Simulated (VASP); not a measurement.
Given:

```xyz
4
Lattice="3.8087 0.0000 0.0000 0.0000 3.8087 0.0000 0.0000 0.0000 5.4195" Properties=species:S:1:pos:R:3 pbc="T T T"
Zn     0.0000     3.8087     0.0000
Ge     1.9043     1.9043     2.7098
P      0.0000     1.9043     1.3285
P      1.9043     3.8087     4.0910
```

These are PBEsol GGA, VASP's PBE PAW potentials (set 64) (plane waves; VASP) values and carry that method's errors. Numerical set-up: 400 eV cut-off, Gaussian smearing of 0.050 eV, potentials Zn Ge_d P.

Task: Give the energies of bands 10 to 21 at the high-symmetry points, in eV from the valence-band maximum.

Result: 
| band | Γ | X | M | Z | R | A |
|---|---|---|---|---|---|---|
| 10 | -7.17 | -7.16 | -6.98 | -7.20 | -7.14 | -7.06 |
| 11 | -7.04 | -7.00 | -6.97 | -7.03 | -6.99 | -6.92 |
| 12 | -6.91 | -6.86 | -6.87 | -6.91 | -6.87 | -6.74 |
| 13 | -6.73 | -6.04 | -6.87 | -4.26 | -6.87 | -6.74 |
| 14 | -3.42 | -4.74 | -5.51 | -3.61 | -6.35 | -5.12 |
| 15 | -3.42 | -4.09 | -4.17 | -2.86 | -2.41 | -4.56 |
| 16 | -0.18 | -3.69 | -3.13 | -2.86 | -1.84 | -3.96 |
| 17 | 0.00 | -2.44 | -3.13 | -1.33 | -1.03 | -3.96 |
| 18 | 0.00 | -0.68 | -2.17 | -1.33 | -0.55 | -3.41 |
| 19 | 0.29 | 1.43 | 0.69 | 0.98 | 0.13 | 3.28 |
| 20 | 0.79 | 4.17 | 1.16 | 1.32 | 2.42 | 4.07 |
| 21 | 2.74 | 4.26 | 1.16 | 3.68 | 3.53 | 4.07 |

The gap is indirect, 0.13 eV, from the valence maximum at Γ to the conduction minimum at R.

The structure comes from a computed database's ZnGeP2 entry (P-4m2); how it stands against other phases isn't given here. It was relaxed first.
